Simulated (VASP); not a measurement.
Consider the following.

```xyz
2
Lattice="0.0000 3.6271 3.6271 3.6271 0.0000 3.6271 3.6271 3.6271 0.0000" Properties=species:S:1:pos:R:3 pbc="T T T"
Rb     0.0000     0.0000     0.0000
Br     3.6271     3.6271     3.6271
```

All values below come from RPBE GGA, VASP's PBE PAW potentials (set 64) (plane waves; VASP 6.6.1). Run with 520 eV cut-off, Gaussian smearing of 0.050 eV, potentials Rb_sv Br.

Predict the band gap (along the path) with the smallest direct gap where there is one.

| Quantity | Value |
|---|---|
| band gap (along the path) | 4.26 eV |
| smallest direct gap (along the path) | 4.26 eV |

Only differences to runs with the same potentials and settings are physical.

The compound is RbBr in the rock salt structure. It was relaxed first, which changed the volume by +17 %.
